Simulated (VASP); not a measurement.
Computed with PBEsol GGA, VASP's PBE PAW potentials (set 64) (plane waves; VASP 6.6.1).

Input for VASP

INCAR:
```
ALGO = Normal
DIPOL = 0.5 0.5 0.5
EDIFF = 1E-6
ENCUT = 450
GGA = PS
IDIPOL = 3
ISMEAR = 1
LASPH = .True.
LCHARG = .False.
LDIPOL = .True.
LORBIT = 11
LREAL = .False.
LVHAR = .True.
LWAVE = .False.
NELM = 100
NELMIN = 4
PREC = Normal
SIGMA = 0.1
SYSTEM = Li(111) slab
```

File KPOINTS:
```
Automatic mesh
0
gamma
 7 7 1
0 0 0
```

### POSCAR
```
Li(111) slab
4.8450150
  0.9999999597   0.0000000000   0.0000000000
 -0.5000000811   0.8660255080   0.0000000000
  0.0000000000   0.0000000000   5.0803824432
Li
10
Cart
  0.9999999597   0.0000000000   1.5950698959
  0.5000004461   0.2886748807   1.8761230346
 -0.0000005675   0.5773506274   1.9801442116
  0.9999999597   0.0000000000   2.2129915258
  0.5000004461   0.2886748807   2.4776902738
 -0.0000005675   0.5773506274   2.6026921694
  0.9999999597   0.0000000000   2.8673909174
  0.5000004461   0.2886748807   3.1002382316
 -0.0000005675   0.5773506274   3.2042594086
  0.9999999597   0.0000000000   3.4853125473
```

POTCAR, in this order: Li_sv (PBE.64 set). Program: vasp_std. Read from the step before: WAVECAR.

Output of the run:

### OUTCAR
```
 ion  position               nearest neighbor table
   1  0.000  0.000  0.314-
   2  0.667  0.333  0.369-
   3  0.333  0.667  0.390-
   4  0.000  0.000  0.436-
   5  0.667  0.333  0.488-
   6  0.333  0.667  0.512-
   7  0.000  0.000  0.564-
   8  0.667  0.333  0.610-
   9  0.333  0.667  0.631-
  10  0.000  0.000  0.686-
  LATTYP: Found a hexagonal cell.
 ALAT       =     4.8450148046
 C/A-ratio  =     5.0803826481
 Subroutine PRICEL returns:
 Original cell was already a primitive cell.
 Subroutine GETGRP returns: Found 12 space group operations
The static configuration has the point symmetry D_3d.
The dynamic configuration has the point symmetry D_3d.
 Subroutine INISYM returns: Found 12 space group operations
 Subroutine IBZKPT returns following result:
 Found      8 irreducible k-points:

 Following reciprocal coordinates:
            Coordinates               Weight
...
```

OSZICAR:
```
       N       E                     dE             d eps       ncg     rms          rms(c)
DAV:   1    -0.182595376360E+02   -0.18260E+02   -0.18576E-05   483   0.269E-02    0.411E-03
DAV:   2    -0.182595361233E+02    0.15127E-05   -0.85597E-06   334   0.110E-02    0.221E-03
DAV:   3    -0.182595358812E+02    0.24216E-06   -0.89562E-07   283   0.474E-03    0.145E-03
DAV:   4    -0.182595360782E+02   -0.19699E-06   -0.28353E-07   226   0.384E-03
   1 F= -.18259536E+02 E0= -.18259186E+02  d E =-.104879E-02
```

**OUTCAR**
```
------------------------ aborting loop because EDIFF is reached ----------------------------------------
  FORCE on cell =-STRESS in cart. coord.  units (eV):
  Direction    XX          YY          ZZ          XY          YZ          ZX
  --------------------------------------------------------------------------------------
  Total       -2.1588251     -2.1588258     -1.7212609      0.0000003      0.0000000      0.0000000
  in kB       -6.9121889     -6.9121911     -5.5111831      0.0000008      0.0000000      0.0000000
  external PRESSURE =      -6.4451877 kB  Pullay stress =       0.0000000 kB
  volume of cell :      500.39
      direct lattice vectors                 reciprocal lattice vectors
     4.845014805  0.000000000  0.000000000     0.206397718  0.119163783  0.000000000
    -2.422507893  4.195906577  0.000000000     0.000000000  0.238327518  0.000000000
     0.000000000  0.000000000 24.614529143     0.000000000  0.000000000  0.040626412
 POSITION                                       TOTAL-FORCE (eV/Angst)
 -----------------------------------------------------------------------------------
      0.00000      0.00000      7.72814         0.000000     -0.000000      0.006457
      2.42251      1.39863      9.08984        -0.000000     -0.000000      0.008837
     -0.00000      2.79727      9.59383         0.000000     -0.000000     -0.005963
      0.00000      0.00000     10.72198         0.000000     -0.000000      0.011060
      2.42251      1.39863     12.00445        -0.000000      0.000000      0.000359
     -0.00000      2.79727     12.61008         0.000000     -0.000000     -0.000359
      0.00000      0.00000     13.89255         0.000000      0.000000     -0.011060
      2.42251      1.39863     15.02070         0.000000      0.000000      0.005963
     -0.00000      2.79727     15.52468        -0.000000      0.000000     -0.008837
      0.00000      0.00000     16.88639         0.000000      0.000000     -0.006457
 -----------------------------------------------------------------------------------
    total drift:                                0.000000      0.000000      0.000000
  FREE ENERGIE OF THE ION-ELECTRON SYSTEM (eV)
  ---------------------------------------------------
  free  energy   TOTEN  =       -18.2595360782 eV

  energy  without entropy=      -18.2584872867  energy(sigma->0) =      -18.25918648

 total charge

# of ion       s       p       d       tot
------------------------------------------
    1        2.029   0.022   0.000   2.050
    2        2.033   0.042   0.000   2.076
    3        2.031   0.044   0.000   2.075
    4        2.028   0.046   0.000   2.075
    5        2.030   0.044   0.000   2.074
    6        2.030   0.044   0.000   2.074
    7        2.028   0.046   0.000   2.075
    8        2.031   0.044   0.000   2.075
    9        2.033   0.042   0.000   2.076
   10        2.029   0.022   0.000   2.050
--------------------------------------------------
tot         20.302   0.397   0.000  20.699
```
(Selected blocks of OUTCAR.)

At this cut-off the stress carries a Pulay error, which pulls relaxed volumes low.

The cell is a thin slab with vacuum, built from Li (bcc): (111) face.
